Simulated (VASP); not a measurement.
Input for VASP

**KPOINTS**
```
Automatic mesh
0
Gamma
7 7 7
0 0 0
```

### INCAR
```
SYSTEM = SrO
PREC = Accurate
ENCUT = 520
EDIFF = 1E-6
NELM = 100
ALGO = Normal
LREAL = .FALSE.
LASPH = .TRUE.
ISMEAR = 0
SIGMA = 0.05
GGA = PE
LMAXMIX = 4
LWAVE = .FALSE.
LCHARG = .FALSE.
ISIF = 2
```

File POSCAR:
```
SrO
1
    0.0000000000     2.5800000000     2.5800000000
    2.5800000000     0.0000000000     2.5800000000
    2.5800000000     2.5800000000     0.0000000000
Sr O
1 1
Direct
  0.0000000000   0.0000000000   0.0000000000
  0.5000000000   0.5000000000   0.5000000000
```

POTCAR, in this order: Sr_sv O (PBE.64 set). Program: vasp_gam.

### Question
What happens when VASP runs on this input?

### Answer
There is a fault: the Γ-only program was given a k-mesh. VASP stops with an error: You are using the Gamma-point-only version with more than one k-point or some other non-Gamma k-point. ----> I REFUSE TO CONTINUE WITH THIS SICK JOB ... BYE!!! <----

### standard output
```
 POSCAR found type information on POSCAR SrO
 POSCAR found :  2 types and       2 ions
 Reading from existing POTCAR
 Reading from existing POTCAR
 LDA part: xc-table for (Slater+PW92), standard interpolation

 -----------------------------------------------------------------------------
|                                                                             |
|     EEEEEEE  RRRRRR   RRRRRR   OOOOOOO  RRRRRR      ###     ###     ###     |
|     E        R     R  R     R  O     O  R     R     ###     ###     ###     |
|     E        R     R  R     R  O     O  R     R     ###     ###     ###     |
|     EEEEE    RRRRRR   RRRRRR   O     O  RRRRRR       #       #       #      |
|     E        R   R    R   R    O     O  R   R                               |
|     E        R    R   R    R   O     O  R    R      ###     ###     ###     |
|     EEEEEEE  R     R  R     R  OOOOOOO  R     R     ###     ###     ###     |
|                                                                             |
|     You are using the Gamma-point-only version with more than one           |
|     k-point or some other non-Gamma k-point.                                |
|                                                                             |
|       ---->  I REFUSE TO CONTINUE WITH THIS SICK JOB ... BYE!!! <----       |
|                                                                             |
 -----------------------------------------------------------------------------
```

To mend it, run vasp_std.

The mended run (PBE GGA, plane waves, VASP's PBE PAW potentials (set 64)) converges, and its OSZICAR ends with
```
   1 F= -.12047999E+02 E0= -.12047999E+02  d E =-.129419E-10
```

The compound is SrO in the rock salt structure. The cell was not relaxed at this level.
